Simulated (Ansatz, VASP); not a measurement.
# ZnO (zincite) in two plane-wave programs

Wanted: the spread between two codes on one cell, functional and k mesh. The cell is taken from a series of runs on this material, whose earlier steps may have relaxed, scaled, displaced or heated it; both programs get it as it stands.

Calculated with Ansatz 0.2.0; plane waves, with VASP 6.6.1 beside it; zone-centre phonons at PBE.

### Step 1. Set-up

It takes space group P6_3mc (No. 186, hexagonal). Conventional cell: a = 3.236 Å, b = 3.236 Å, c = 5.222 Å, α = 90.00°, β = 90.00°, γ = 120.00°. Nearest to O lie 4 Zn at 1.97 to 1.98 Å. Nearest to Zn lie 4 O at 1.97 to 1.98 Å. Farther neighbours and most contacts between anions are not listed.

### Step 2. Ansatz: zone-centre phonons, PBE

Ansatz runs on its PAW soft_1 files.

Second derivatives magnify differences that forces hide, and they need a tight electronic threshold.

input.yaml reads:

```yaml
crystal:
  lattice:
    - [3.2359054834, 0.0, 0.0]
    - [-1.6179527417, 2.8023763529, 0.0]
    - [0.0, 0.0, 5.2217006082]
  atoms:
    - { symbol: O, position: [0.6666666667, 0.3333333333, 0.3790506323] }
    - { symbol: O, position: [0.3333333333, 0.6666666667, 0.8790506323] }
    - { symbol: Zn, position: [0.3333333333, 0.6666666667, 0.4999593677] }
    - { symbol: Zn, position: [0.6666666667, 0.3333333333, -4.06323e-05] }
kpoints:
  mp_grid: { grid: [15, 15, 10] }
hamiltonian:
  xc: pbe
  pseudopotentials: { kind: paw, azcp: { folder: soft_1 } }
scf:
  occupations: { method: fixed }
output:
  eigenvalues: true
phonons:
  method: dfpt
  dielectric: true
  rigid_motions: translations
```

Started as:

```bash
ansatz run input.yaml --threads 4 --pin off --max-ram 16384MiB --backend cpu --events-out ev --progress --plain --runs-dir out
```

Numbers of over 12 decimals in the logs are rounded to 6 here.

Log:

```text
Engine: ansatz 0.2.0, aarch64-unknown-linux-gnu
Pseudopotentials: kind: paw
Pseudopotential: O, paw, valence charge 6, recommended cutoff 420 eV (normal), soft_1/O.paw.azcp
Pseudopotential: Zn, paw, valence charge 12, recommended cutoff 420 eV (normal), soft_1/Zn.paw.azcp
Functional definition: PBE
  parameter kappa = 0.804
  parameter beta = 0.066725
  exchange = pbe_x(kappa = kappa, mu = beta*pi^2/3)
  correlation = pbe_c(beta = beta)
Crystal: 4 atoms, lattice volume = 47.352 Å³
Basis set: ecut = 420 eV, 941 PW (Γ), exchange–correlation on 48×48×72 points (8 copies of the dense FFT grid, shifted against one another)
Bands: 22, of which v1, the nominal top of the filled ones, is band 18 counted from 1 (17 counted from 0)
Symmetry: 12 space group operations
k-points: 608 of 2250 (irreducible under 2 space group operations, time reversal used)
Non-local potential: O, projectors of the file, l = 0: 2, l = 1: 2, l = 2: 1
Non-local potential: Zn, projectors of the file, l = 0: 2, l = 1: 2, l = 2: 3, l = 3: 1
PAW form: soft (Blöchl's): semilocal exchange-correlation on the pseudo side does not see the compensation charge
PAW one-centre angular grid: O, 110 points (default); XC on 64 Gauss nodes
PAW one-centre angular grid: Zn, 590 points (default); XC on 64 Gauss nodes
Initial density: superposition of atomic densities (chi_scale 0.1, normalization cell, long waves kept (reshape's long-wave potential 0.00 eV rms))
Initial wavefunctions: pseudopotential atomic-orbital guess
Functional: x = pbe(κ = 0.804, μ = 0.219515), c = pbe(β = 0.066725)
SCF iter   1: F=—  HF=-7774.602226 eV  |F-HF|=—  |Δ(HF+E_count)|=         —  Δρ=1.10e-1  dr2=3.05e0  ethr=3.10e-3  ⟨swp⟩=4.3  Hψ=61691  notcnv=0  defer=1108
preconditioner: auto → Resta (q_TF=auto, 2.606 Å⁻¹)  ε∞=6.4  [insulator: Δε(μ)=1.265 eV  Ē_g=13.926 eV  n_scr=22 (ndim 8)  ℏωp=32.4 eV  f_vac=0.000  ε∞_Penn≈6.4]
SCF iter   2: F=—  HF=-7773.772084 eV  |F-HF|=—  |Δ(HF+E_count)|=   8.30e-1  Δρ=2.33e-2  dr2=2.35e-1  ethr=3.10e-3  ⟨swp⟩=2.1  Hψ=30177  notcnv=0  defer=476
SCF iter   3: F=—  HF=-7773.667434 eV  |F-HF|=—  |Δ(HF+E_count)|=   1.05e-1  Δρ=1.89e-2  dr2=1.37e-1  ethr=6.52e-4  ⟨swp⟩=2.0  Hψ=29208  notcnv=0  defer=1192
SCF iter   4: F=—  HF=-7773.659257 eV  |F-HF|=—  |Δ(HF+E_count)|=   8.18e-3  Δρ=7.39e-3  dr2=1.39e-2  ethr=3.80e-4  ⟨swp⟩=2.0  Hψ=24327  notcnv=0  defer=1207
SCF iter   5: F=—  HF=-7773.669574 eV  |F-HF|=—  |Δ(HF+E_count)|=   1.03e-2  Δρ=2.58e-3  dr2=1.89e-3  ethr=3.86e-5  ⟨swp⟩=2.9  Hψ=30208  notcnv=0  defer=1211
SCF iter   6: F=—  HF=-7773.669658 eV  |F-HF|=—  |Δ(HF+E_count)|=   8.38e-5  Δρ=1.13e-3  dr2=3.93e-4  ethr=5.26e-6  ⟨swp⟩=2.4  Hψ=20695  notcnv=0  defer=1211
SCF iter   7: F=—  HF=-7773.669862 eV  |F-HF|=—  |Δ(HF+E_count)|=   2.04e-4  Δρ=3.22e-4  dr2=2.79e-5  ethr=1.09e-6  ⟨swp⟩=2.0  Hψ=24327  notcnv=0  defer=1209
SCF iter   8: F=—  HF=-7773.669885 eV  |F-HF|=—  |Δ(HF+E_count)|=   2.32e-5  Δρ=4.22e-5  dr2=9.93e-7  ethr=7.75e-8  ⟨swp⟩=2.0  Hψ=23654  notcnv=0  defer=167
SCF iter   9: F=—  HF=-7773.669887 eV  |F-HF|=—  |Δ(HF+E_count)|=   2.42e-6  Δρ=8.77e-6  dr2=3.34e-8  ethr=2.76e-9  ⟨swp⟩=2.0  Hψ=24022  notcnv=0
SCF iter  10: F=—  HF=-7773.669887 eV  |F-HF|=—  |Δ(HF+E_count)|=   4.22e-8  Δρ=1.32e-6  dr2=8.65e-10  ethr=9.27e-11  ⟨swp⟩=2.0  Hψ=23395  notcnv=0
SCF iter  11: F=-7773.669887 eV  HF=-7773.669887 eV  |F-HF|=1.27e-11  |Δ(HF+E_count)|=  7.52e-10  Δρ=2.96e-7  dr2=3.38e-11  ethr=1.00e-12  ⟨swp⟩=8.0  Hψ=82884  notcnv=0
SCF 1 converged in 11 iterations: F = -7773.669887 eV  dr2 = 3.38e-11
  greatest PAW one-centre occupation: 0.987 electrons in one spin orbital (limit 2), on the Zn atom at site 2 (counted from 0), in its partial waves of l = 2
NSCF: frozen V_eff on 4 k-points
DFPT response loops at Γ: preconditioner auto → Resta (q_TF=auto, 2.606 Å⁻¹)  ε∞=8.7 (no band partly filled); β = 1.00, the filter's whole step (`scf.mixing.beta` (0.50) is not read by the response loops at its default; to damp them type it under 1.00, their step now; it binds the ground state too); Broyden in place of MSR1
── the response to a field inside a basis, on 16×16×10 k-points: an SCF that follows is theirs, and a resumed run solves both again ──
Bands: 19, of which v1, the nominal top of the filled ones, is band 18 counted from 1 (17 counted from 0)
k-points: 360 of 2560 (irreducible under 4 space group operations, time reversal used)
Initial density: handed on by an earlier stage of this run
Initial wavefunctions: pseudopotential atomic-orbital guess (no wavefunctions were taken with the density)
Eigensolver: Dense (360 Hₖ)
SCF iter   1: F=—  HF=-7773.670211 eV  |F-HF|=—  |Δ(HF+E_count)|=         —  Δρ=4.72e-4  dr2=2.67e-5  ethr=1.00e-1
preconditioner: auto → Resta (q_TF=auto, 2.606 Å⁻¹)  ε∞=10.9  [insulator: Δε(μ)=0.998 eV  Ē_g=10.314 eV  n_scr=22 (ndim 8)  ℏωp=32.4 eV  f_vac=0.033  ε∞_Penn≈10.9]
SCF iter   2: F=—  HF=-7773.670215 eV  |F-HF|=—  |Δ(HF+E_count)|=   4.60e-6  Δρ=4.57e-4  dr2=4.39e-5  ethr=7.41e-8
SCF iter   3: F=—  HF=-7773.670214 eV  |F-HF|=—  |Δ(HF+E_count)|=   1.52e-6  Δρ=8.18e-5  dr2=9.03e-7  ethr=7.41e-8
SCF iter   4: F=—  HF=-7773.670210 eV  |F-HF|=—  |Δ(HF+E_count)|=   3.76e-6  Δρ=2.66e-5  dr2=1.29e-7  ethr=2.51e-9
SCF iter   5: F=-7773.670210 eV  HF=-7773.670210 eV  |F-HF|=5.61e-8  |Δ(HF+E_count)|=   3.57e-7  Δρ=1.96e-5  dr2=9.02e-8  ethr=3.58e-10
SCF 1 converged in 5 iterations: F = -7773.670210 eV  dr2 = 9.02e-8
DFPT response loops at Γ: preconditioner auto → Resta (q_TF=auto, 2.606 Å⁻¹)  ε∞=7.8 (no band partly filled); β = 1.00, the filter's whole step (`scf.mixing.beta` (0.50) is not read by the response loops at its default; to damp them type it under 1.00, their step now; it binds the ground state too); Broyden in place of MSR1
WARN: field response: inside a basis, on 16×16×10 points, no mesh in reach settles it: take ε∞, Z* and everything formed from them with what they may err, as stated (eps_inf_uncertainty, zstar_uncertainty_e), and compare with field_mesh: kpoints on a denser kpoints.mp_grid
WARN: field response: ε∞ stands inside a basis, on 16×16×10 points; the force constants stand on the 15×15×10 k-mesh, whose period is 12.64 times the interband length at k = (0.0000, 0.0000, 0.0000), direct gap 0.799 eV, under 14: take them and everything formed from them as unconverged, and compare with a denser kpoints.mp_grid
SCF converged after 11 iterations
Free energy (F): -7773.669887 eV
Harris-Foulkes:  -7773.669887 eV  (|F-HF|=1.27e-11)
Internal energy: -7773.669887 eV  (E = F + TS)
E sigma→0 (E₀):  -7773.669887 eV
Fermi energy:    7.263916 eV
--- Per-component energies (eV) ---
  E_band       = 66.171140
  E_kinetic    = 630.743889
  E_local      = -4432.578961  (includes V_loc(G=0)·N_el)
  E_nonlocal   = 1756.022213
  E_hartree    = 1665.110879
  E_xc         = -298.614549
  E_vxc        = -282.963922  (∫ρ·V_xc dr)
  E_paw        = -4126.428303  (= ΣΔE_a)
  E_vpaw       = -935.275072  (= ΣTr[D̂ρ^β])
  E_aug_tail   = 0.001153  (compensation charges beyond the density's cutoff)
  E_ewald      = -2967.926209
  E_smearing   = -0.000000  (= −TS)
  E_closure    = -0.000000  (closes the sum)
  Σ components = -7773.669887   (vs F -7773.669887, Δ=0.00e0)
--- Band table (eV; the first three rows and the last of 608) ---
  k-point 0: bands = [... 14 lower, 6.4657, 7.1711, 7.2639, 7.2639, 8.0633, 12.5243, 15.4724, 20.2277]
  k-point 1: bands = [... 14 lower, 6.4856, 6.9125, 7.2449, 7.2449, 8.3545, 12.4344, 15.5515, 20.2278]
  k-point 2: bands = [... 14 lower, 6.5434, 6.5434, 7.1896, 7.1896, 8.8973, 12.1785, 15.7835, 20.0456]
  k-point 607: bands = [... 14 lower, 4.5968, 4.6193, 6.0493, 6.1855, 12.7522, 14.8437, 15.8495, 15.9536]
--- Phonons (Γ-DFPT): 4 representative perturbations + reference, on 608 of 2250 k-points (Σ response iterations 15) ---
  k mesh reduced under 2 symmetry operations, with k and −k counted as one. Each operation leaves every solved perturbation unchanged. A smaller set is not considered because the run solves the response to a homogeneous field
  ASR residual: 2.387e-4 → 0.000e0 eV/Å²; symmetrization residual: 3.248e-6 eV/Å²
  ASR residual per site (eV/Å²): 2.39e-4 2.39e-4 2.83e-5 2.83e-5
  Γ frequencies (cm⁻¹): 0.00 0.00 0.00 84.79 84.79 253.80 375.77 396.07 396.07 428.24 428.24 537.34
  ε∞ (high-frequency dielectric tensor):
        5.058911     0.000000     0.000000
       -0.000000     5.058911     0.000000
        0.000000    -0.000000     5.116525
  ε⁰ (static dielectric tensor: ions relaxed, cell fixed):
        9.627853    -0.000000     0.000000
       -0.000000     9.627853     0.000000
        0.000000     0.000000    10.459549
  ε⁰ − ε∞ (ionic part):
        4.568942    -0.000000     0.000000
       -0.000000     4.568942     0.000000
        0.000000     0.000000     5.343024
  softest optical mode at Γ: 84.79 cm⁻¹; the repairs (sum rule, projections) moved no ω² at Γ by more than (2.17 cm⁻¹)²
  Born effective charges Z* (e; rows j = field, columns β = displacement):
    site 0:
        -2.10542   -0.00000   -0.00000
         0.00000   -2.10542   -0.00000
         0.00000    0.00000   -2.16005
    site 1:
        -2.10542    0.00000    0.00000
         0.00000   -2.10542    0.00000
        -0.00000    0.00000   -2.16005
    site 2:
         2.10542   -0.00000    0.00000
        -0.00000    2.10542    0.00000
         0.00000    0.00000    2.16005
    site 3:
         2.10542   -0.00000    0.00000
        -0.00000    2.10542   -0.00000
        -0.00000   -0.00000    2.16005
  Z* charge neutrality: 1.557e-3 e pre-enforcement
  solved inside a basis spanned on kpoints, on 16×16×10 k-points, which do not settle them: ε∞ is read to err by 6.1e-2, Z* by 4.0e-2 e (field_mesh: kpoints solves on kpoints); Z* is corrected for what the basis lacks
  optical modes at Γ without the LO–TO term, one row a degenerate level:
      ω (cm⁻¹)  modes    IR ((D/Å)²/amu)
         84.79      2             0.0000
        253.80      1             0.0000
        375.77      1            16.7493
[...]
optical modes at Γ + LO–TO along q̂ = [1.0000, 0.0000, 0.0000]:
      ω (cm⁻¹)  modes    IR ((D/Å)²/amu)
[...]
optical modes at Γ + LO–TO along q̂ = [0.0000, 1.0000, 0.0000]:
      ω (cm⁻¹)  modes    IR ((D/Å)²/amu)
[...]
537.34      1             0.0000
        546.40      1            15.9127
  optical modes at Γ + LO–TO along q̂ = [0.0000, 0.0000, 1.0000]:
      ω (cm⁻¹)  modes    IR ((D/Å)²/amu)
         84.79      2             0.0000
        253.80      1             0.0000
        396.07      2            31.8253
        428.24      2             0.0000
        537.26      1            16.7493
        537.34      1             0.0000
```

(Continued in part 2 of 3.)

[Lines on the potential files, build, host, timing and source positions are cut from VASP's logs without a mark.]

[Logs are printed without paths, hosts, clocks, repeated set-up lines and the standing remarks that a program may print on its own settings, such as how far it seeks lower states.]

[Hosts, paths, dates, database ids (printed as entryN), source tags and the programs' standing remarks are cut or masked in the printed files.]
